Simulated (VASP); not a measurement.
Method: RPBE GGA, VASP's PBE PAW potentials (set 64) (plane waves; VASP).

Input for VASP

POSCAR:
```
Cd
1
    1.5591425685    -2.7005144698     0.0000000000
    1.5591425685     2.7005144698     0.0000000000
    0.0000000000     0.0000000000     6.2038126306
Cd
2
Direct
  0.3333330000   0.6666670000   0.2500000000
  0.6666670000   0.3333330000   0.7500000000
```

**KPOINTS**
```
K-points
0
gamma
  14 14 6
0 0 0
```

INCAR:
```
SYSTEM = Cd
PREC = Accurate
ENCUT = 520
EDIFF = 1E-7
NELM = 100
ALGO = Normal
LREAL = .FALSE.
LASPH = .TRUE.
ISMEAR = 1
SIGMA = 0.1
GGA = RP
LMAXMIX = 4
LWAVE = .FALSE.
LCHARG = .FALSE.
ISIF = 4
IBRION = 2
NSW = 30
EDIFFG = -0.01
```

POTCAR, in this order: Cd (PBE.64 set). Program: vasp_std.

The resulting files:

File OSZICAR:
```
       N       E                     dE             d eps       ncg     rms          rms(c)
DAV:   1     0.163378142240E+03    0.16338E+03   -0.12998E+04  3080   0.145E+03
DAV:   2     0.300235747555E+01   -0.16038E+03   -0.15672E+03  3128   0.363E+02
DAV:   3    -0.707244431850E+00   -0.37096E+01   -0.37013E+01  3792   0.651E+01
DAV:   4    -0.711994887178E+00   -0.47505E-02   -0.47504E-02  3440   0.213E+00
DAV:   5    -0.712011031456E+00   -0.16144E-04   -0.16144E-04  3928   0.111E-01    0.308E+00
DAV:   6    -0.684799604433E+00    0.27211E-01   -0.14090E-01  3264   0.443E+00    0.255E+00
DAV:   7    -0.692820679512E+00   -0.80211E-02   -0.23834E-02  3568   0.152E+00    0.116E+00
DAV:   8    -0.695854913718E+00   -0.30342E-02   -0.45165E-03  3288   0.814E-01    0.933E-02
DAV:   9    -0.696042399923E+00   -0.18749E-03   -0.13774E-04  3848   0.109E-01    0.499E-02
DAV:  10    -0.696072484812E+00   -0.30085E-04   -0.38194E-05  3296   0.681E-02    0.396E-03
DAV:  11    -0.696072368256E+00    0.11656E-06   -0.14702E-07  3168   0.380E-03    0.129E-03
DAV:  12    -0.696072270954E+00    0.97302E-07   -0.84698E-08  2528   0.249E-03
   1 F= -.69607227E+00 E0= -.69605364E+00  d E =-.696072E+00
       N       E                     dE             d eps       ncg     rms          rms(c)
DAV:   1    -0.704441790938E+00   -0.83694E-02   -0.34507E-01  3216   0.536E+00    0.412E-01
DAV:   2    -0.699614880089E+00    0.48269E-02   -0.27427E-03  3224   0.720E-01    0.243E-01
DAV:   3    -0.697115420212E+00    0.24995E-02   -0.45561E-03  3296   0.657E-01    0.728E-02
DAV:   4    -0.697149331232E+00   -0.33911E-04   -0.36426E-04  3224   0.257E-01    0.732E-02
DAV:   5    -0.697152365567E+00   -0.30343E-05   -0.24331E-06  3472   0.207E-02    0.420E-02
DAV:   6    -0.697150323006E+00    0.20426E-05   -0.12148E-05  3256   0.281E-02    0.550E-02
DAV:   7    -0.697149786425E+00    0.53658E-06   -0.96743E-07  3344   0.116E-02    0.357E-02
DAV:   8    -0.697149513182E+00    0.27324E-06   -0.71649E-07  3000   0.677E-03    0.126E-02
DAV:   9    -0.697149450281E+00    0.62902E-07   -0.13835E-07  2272   0.331E-03
   2 F= -.69714945E+00 E0= -.69703505E+00  d E =-.107718E-02
       N       E                     dE             d eps       ncg     rms          rms(c)
DAV:   1    -0.704704193088E+00   -0.75547E-02   -0.33846E-01  3200   0.531E+00    0.409E-01
DAV:   2    -0.699939709712E+00    0.47645E-02   -0.27185E-03  3208   0.713E-01    0.241E-01
DAV:   3    -0.697477933692E+00    0.24618E-02   -0.45280E-03  3288   0.651E-01    0.723E-02
DAV:   4    -0.697511053599E+00   -0.33120E-04   -0.35772E-04  3224   0.255E-01    0.729E-02
DAV:   5    -0.697514143188E+00   -0.30896E-05   -0.24429E-06  3440   0.207E-02    0.428E-02
DAV:   6    -0.697511939355E+00    0.22038E-05   -0.13032E-05  3264   0.286E-02    0.568E-02
DAV:   7    -0.697511385122E+00    0.55423E-06   -0.10343E-06  3288   0.120E-02    0.369E-02
DAV:   8    -0.697511087647E+00    0.29747E-06   -0.76148E-07  3112   0.703E-03    0.131E-02
DAV:   9    -0.697511020038E+00    0.67609E-07   -0.14224E-07  2280   0.329E-03
   3 F= -.69751102E+00 E0= -.69736879E+00  d E =-.143875E-02
```

**OUTCAR**
```
------------------------ aborting loop because EDIFF is reached ----------------------------------------
  FORCE on cell =-STRESS in cart. coord.  units (eV):
  Direction    XX          YY          ZZ          XY          YZ          ZX
  --------------------------------------------------------------------------------------
  Total       -0.4020506     -0.4020507     -0.3986012      0.0000000      0.0000000      0.0000000
  in kB      -12.3302054    -12.3302082    -12.2244190      0.0000000      0.0000000      0.0000000
  external PRESSURE =     -12.2949442 kB  Pullay stress =       0.0000000 kB
  volume of cell :       52.24
      direct lattice vectors                 reciprocal lattice vectors
     1.551536295 -2.687339998  0.000000000     0.322261233 -0.186057589  0.000000000
     1.551536295  2.687339998  0.000000000     0.322261233  0.186057589 -0.000000000
     0.000000000  0.000000000  6.264789093     0.000000000  0.000000000  0.159622293
 POSITION                                       TOTAL-FORCE (eV/Angst)
 -----------------------------------------------------------------------------------
      1.55154      0.89578      1.56620         0.000000     -0.000000      0.000000
      1.55154     -0.89578      4.69859        -0.000000      0.000000      0.000000
 -----------------------------------------------------------------------------------
    total drift:                               -0.000000      0.000227      0.000001
  FREE ENERGIE OF THE ION-ELECTRON SYSTEM (eV)
  ---------------------------------------------------
  free  energy   TOTEN  =        -0.6975110200 eV

  energy  without entropy=       -0.6970843301  energy(sigma->0) =       -0.69736879

 reached required accuracy - stopping structural energy minimisation
```
(Selected blocks of OUTCAR.)

**CONTCAR**
```
Cd
   1.00000000000000
     1.5515362945333115   -2.6873399977000050    0.0000000000000000
     1.5515362945333115    2.6873399977000050    0.0000000000000000
     0.0000000000000000    0.0000000000000000    6.2647890933832873
  Cd
     2
Direct
     0.3333330000000032    0.6666669999999968    0.2500000000000000
     0.6666669999999968    0.3333330000000032    0.7500000000000000
```

The compound is Cd in the hcp structure. This cell is one point of a volume scan, at 1.06 of the reference volume. Symmetry was kept, so distortions that lower it aren't found.
